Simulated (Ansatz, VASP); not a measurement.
# Cross-check of BeSnBi2 (CuAu-ordered zincblende type (invented)) between VASP and Ansatz

Wanted: the spread between two codes on one cell, functional and k mesh. The cell is generated by rule, not measured, and may not be a known phase. The cell is taken from a series of runs on this material, whose earlier steps may have relaxed, scaled, displaced or heated it; both programs get it as it stands.

Program: Ansatz 0.2.0. Level of theory: plane waves, with VASP 6.6.1 beside it; relaxation of cell and atoms at PBEsol. Results are calculated unless marked as measured.

**1. The structure**

The structure is tetragonal, space group P-4m2 (No. 115). Conventional cell: a = 4.446 Å, b = 4.446 Å, c = 6.162 Å, α = 90.00°, β = 90.00°, γ = 90.00°. Nearest to Be lie 4 Bi at 2.53 Å. Nearest to Sn lie 4 Bi at 2.90 Å. Nearest to Bi lie 2 Be at 2.53 Å and 2 Sn at 2.90 Å. Farther neighbours are not listed.

**2. VASP: relaxation of cell and atoms, PBEsol**

The relaxed volume is the usual yardstick between codes: in a stiff, nearly cubic crystal its relative difference is about their pressure difference at one cell divided by the bulk modulus.

Lines of VASP's logs that name or quote its potential files are left out, and so is its time.

INCAR

```
SYSTEM = BeSnBi2
PREC = Accurate
ENCUT = 600
EDIFF = 1E-07
NELM = 120
ISMEAR = 0
SIGMA = 0.1
LREAL = .FALSE.
ALGO = Normal
GGA = PS
NBANDS = 29
LORBIT = 11
LWAVE = .FALSE.
LCHARG = .FALSE.
ISIF = 3
IBRION = 2
NSW = 80
EDIFFG = -0.005
LASPH = .TRUE.
GGA_COMPAT = .FALSE.
NELMIN = 4
```

POSCAR

```
BeSnBi2
1.0
    4.4455020000      0.0000000000      0.0000000000
    0.0000000000      4.4455020000      0.0000000000
    0.0000000000      0.0000000000      6.1620270000
Be Sn Bi
1 1 2
Direct
    0.0000000000      0.0000000000      0.0000000000
    0.5000000000      0.5000000000      0.5000000000
    0.0000000000      0.5000000000      0.1972115669
    0.5000000000      0.0000000000      0.8027884331
```

KPOINTS

```
Automatic mesh
0
Gamma
10 10 8
0 0 0
```

Potentials, in the order of the species: Be, Sn_d and Bi_d (PBE family, release 64).

The run is started by

```console
> mpirun -np 1 vasp_std
```

Numbers of over 12 decimals in the logs are rounded to 6 here.

Output:

```text
[banner, memory and clock lines left out]
running    1 mpi-ranks, on    1 nodes
 distrk:  each k-point on    1 cores,    1 groups
 distr:  one band on    1 cores,    1 groups

 POSCAR found type information on POSCAR BeSnBi
 POSCAR found :  3 types and       4 ions
|                                                                             |
|               ----> ADVICE to this user running VASP <----                  |
|                                                                             |
|     You enforced a specific xc type in the INCAR file but a different       |
|     [... a line on the potential file left out ...]
|     I HOPE YOU KNOW WHAT YOU ARE DOING!                                     |
|                                                                             |

 LDA part: xc-table for (Slater+PW92), standard interpolation
 POSCAR, INCAR and KPOINTS ok, starting setup
 FFT: planning ... GRIDC
 FFT: planning ... GRID_SOFT
 FFT: planning ... GRID
 WAVECAR not read
 entering main loop
       N       E                     dE             d eps       ncg     rms          rms(c)
DAV:   1     0.497922885514E+03    0.49792E+03   -0.25825E+04  6105   0.215E+03
DAV:   2     0.418272876753E+02   -0.45610E+03   -0.44662E+03  6100   0.543E+02
DAV:   3    -0.137821119935E+02   -0.55609E+02   -0.54520E+02  7202   0.198E+02
DAV:   4    -0.161968210561E+02   -0.24147E+01   -0.24085E+01  7012   0.439E+01
DAV:   5    -0.162972455901E+02   -0.10042E+00   -0.10042E+00  8471   0.848E+00    0.316E+00
DAV:   6    -0.160464121171E+02    0.25083E+00   -0.32625E-01  7248   0.460E+00    0.182E+00
DAV:   7    -0.159938750893E+02    0.52537E-01   -0.23929E-01  6992   0.325E+00    0.462E-01
DAV:   8    -0.159918773688E+02    0.19977E-02   -0.28295E-02  7598   0.161E+00    0.156E-01
DAV:   9    -0.159922823027E+02   -0.40493E-03   -0.35146E-03  8007   0.547E-01    0.654E-02
DAV:  10    -0.159923083811E+02   -0.26078E-04   -0.40669E-04  7919   0.157E-01    0.313E-02
DAV:  11    -0.159923285875E+02   -0.20206E-04   -0.76995E-05  8367   0.857E-02    0.886E-03
DAV:  12    -0.159923266591E+02    0.19283E-05   -0.14696E-05  6942   0.368E-02    0.312E-03
DAV:  13    -0.159923270412E+02   -0.38202E-06   -0.28328E-06  6821   0.101E-02    0.917E-04
DAV:  14    -0.159923270860E+02   -0.44805E-07   -0.27485E-07  5741   0.447E-03
   1 F= -.15992327E+02 E0= -.15990969E+02  d E =-.159923E+02
 curvature:   0.00 expect dE= 0.000E+00 dE for cont linesearch  0.000E+00
 trial: gam= 0.00000 g(F)=  0.252E-05 g(S)=  0.832E-05 ort = 0.000E+00 (trialstep = 0.100E+01)
 search vector abs. value=  0.108E-04
 bond charge predicted
       N       E                     dE             d eps       ncg     rms          rms(c)
DAV:   1    -0.159923658907E+02   -0.38850E-04   -0.21156E-03  8551   0.332E-01    0.314E-02
DAV:   2    -0.159923459159E+02    0.19975E-04   -0.70181E-05  8253   0.115E-01    0.177E-02
DAV:   3    -0.159923354214E+02    0.10495E-04   -0.25696E-05  9646   0.662E-02    0.323E-03
DAV:   4    -0.159923353758E+02    0.45513E-07   -0.62065E-06  6720   0.259E-02    0.148E-03
DAV:   5    -0.159923352127E+02    0.16311E-06   -0.16319E-07  3849   0.450E-03    0.500E-04
DAV:   6    -0.159923352208E+02   -0.80945E-08   -0.77437E-08  3515   0.330E-03
   2 F= -.15992335E+02 E0= -.15990971E+02  d E =-.813487E-05
 trial-energy change:   -0.000008  1 .order   -0.000008   -0.000011   -0.000005
 step:   1.9412(harm=  1.9412)  dis= 0.00048  next Energy=   -15.992338 (dE=-0.105E-04)
 reached required accuracy - stopping structural energy minimisation
```

Parts of OUTCAR (step 2):

```text
ion  position               nearest neighbor table
   1  0.000  0.000  0.000-   3 2.53   4 2.53   3 2.53   4 2.53
   2  0.500  0.500  0.500-   3 2.90   4 2.90   4 2.90   3 2.90
   3  0.000  0.500  0.197-   1 2.53   1 2.53   2 2.90   2 2.90
   4  0.500  0.000  0.803-   1 2.53   1 2.53   2 2.90   2 2.90

  LATTYP: Found a simple tetragonal cell.
 ALAT       =     4.4455020000
 C/A-ratio  =     1.3861262463

 Subroutine GETGRP returns: Found  8 space group operations
 (whereof  8 operations were pure point group operations)

The static configuration has the point symmetry D_2d.

 Found    105 irreducible k-points:

   k-points           NKPTS =    105   k-points in BZ     NKDIM =    105   number of bands    NBANDS=     29

   dimension x,y,z NGX =    36 NGY =   36 NGZ =   50
   dimension x,y,z NGXF=    72 NGYF=   72 NGZF=  100

   ENCUT  =  600.0 eV  44.10 Ry    6.64 a.u.   8.88  8.88 12.31*2*pi/ulx,y,z

   NELECT =      46.0000    total number of electrons

 k-points in reciprocal lattice and weights: Automatic mesh
   0.00000000  0.00000000  0.00000000       0.001
   0.10000000  0.00000000  0.00000000       0.005
   0.20000000  0.00000000  0.00000000       0.005
   0.30000000  0.00000000  0.00000000       0.005
   0.40000000  0.00000000  0.00000000       0.005
   0.50000000  0.00000000  0.00000000       0.003
   0.10000000  0.10000000  0.00000000       0.005
   0.20000000  0.10000000  0.00000000       0.010
   0.30000000  0.10000000  0.00000000       0.010
[...]
0.50000000  0.40000000  0.50000000       0.005
   0.50000000  0.50000000  0.50000000       0.001

 average (electrostatic) potential at core
       1 -35.1598       2-101.6252       3-105.0963       4-105.0963

 E-fermi :   5.2035

 k-point     1 :       0.0000    0.0000    0.0000
  band No.  band energies     occupation
    ...
     18      -1.4961      2.00000
     19       2.6471      2.00000
     20       2.6471      2.00000
     21       4.4874      2.00000
     22       4.8774      2.00000
     23       5.4753      0.00012
     24       5.4753      0.00012
     25       7.0354      0.00000
     26       7.1358      0.00000
     27       7.7728      0.00000
    ...

 k-point     2 :       0.1000    0.0000    0.0000
  band No.  band energies     occupation
    ...
     18      -1.4811      2.00000
     19       2.3306      2.00000
     20       2.7111      2.00000
     21       4.0975      2.00000
     22       4.5389      2.00000
     23       5.4142      0.00288
     24       5.9780      0.00000
     25       6.8584      0.00000
     26       7.3033      0.00000
     27       7.8383      0.00000
    ...

 k-point     3 :       0.2000    0.0000    0.0000
  band No.  band energies     occupation
    ...
     19       1.8259      2.00000
     20       2.8994      2.00000
     21       3.0654      2.00000
     22       4.2264      2.00000
     23       5.2268      0.74109
     24       6.3150      0.00000
     25       6.8934      0.00000
     26       7.9510      0.00000
     27       8.0302      0.00000
     28       8.7210      0.00000
    ...

  Total       -0.0135017     -0.0135017      0.0076783      0.0000000     -0.0000000      0.0000000
  in kB       -0.1776139     -0.1776139      0.1010075      0.0000000     -0.0000000      0.0000000
  external PRESSURE =      -0.0847401 kB  Pullay stress =       0.0000000 kB

  energy-cutoff  :      600.00
  volume of cell :      121.79
      direct lattice vectors                 reciprocal lattice vectors
     4.445141116  0.000000000  0.000000000     0.224964737  0.000000000 -0.000000000
     0.000000000  4.445141116  0.000000000     0.000000000  0.224964737 -0.000000000
     0.000000000  0.000000000  6.163846542     0.000000000  0.000000000  0.162236356

 POSITION                                       TOTAL-FORCE (eV/Angst)
 -----------------------------------------------------------------------------------
      4.44514      4.44514      0.00000         0.000000     -0.000000      0.000000
      2.22257      2.22257      3.08192         0.000000     -0.000000      0.000000
      0.00000      2.22257      1.21534        -0.000000     -0.000000     -0.001617
      2.22257      0.00000      4.94851         0.000000      0.000000      0.001617
 -----------------------------------------------------------------------------------
    total drift:                                0.000000      0.000000     -0.000000

  FREE ENERGIE OF THE ION-ELECTRON SYSTEM (eV)
  ---------------------------------------------------
  free  energy   TOTEN  =       -15.9923352208 eV

  energy  without entropy=      -15.9896068318  energy(sigma->0) =      -15.99097103

 reached required accuracy - stopping structural energy minimisation

 total charge
# of ion       s       p       d       tot
------------------------------------------
    1        0.386   0.526   0.000   0.911
    2        1.184   1.111   9.975  12.270
    3        1.461   1.568   9.909  12.937
    4        1.461   1.568   9.909  12.937
--------------------------------------------------
tot          4.491   4.772  29.792  39.056

[... 3 further parts left out ...]
```

CONTCAR:

```
BeSnBi2
   1.00000000000000
     4.4451411156683101    0.0000000000000000    0.0000000000000000
     0.0000000000000000    4.4451411156683101    0.0000000000000000
     0.0000000000000000    0.0000000000000000    6.1638465417003889
  Be              Sn              Bi
     1     1     2
Direct
     1.0000000000000000    1.0000000000000000    0.0000000000000000
     0.5000000000000000    0.5000000000000000    0.5000000000000000
     0.0000000000000000    0.5000000000000000    0.1971715630733380
     0.5000000000000000    0.0000000000000000    0.8028284369266619
```

The run keeps the 8 symmetry operations of its start, so it cannot find a distortion of lower symmetry.

[end of part 1 of 2]

[Lines on the potential files, build, host, timing and source positions are cut from VASP's logs without a mark.]

[Logs are printed without paths, hosts, clocks, repeated set-up lines and the standing remarks that a program may print on its own settings, such as how far it seeks lower states.]

[Hosts, paths, dates, database ids (printed as entryN), source tags and the programs' standing remarks are cut or masked in the printed files.]
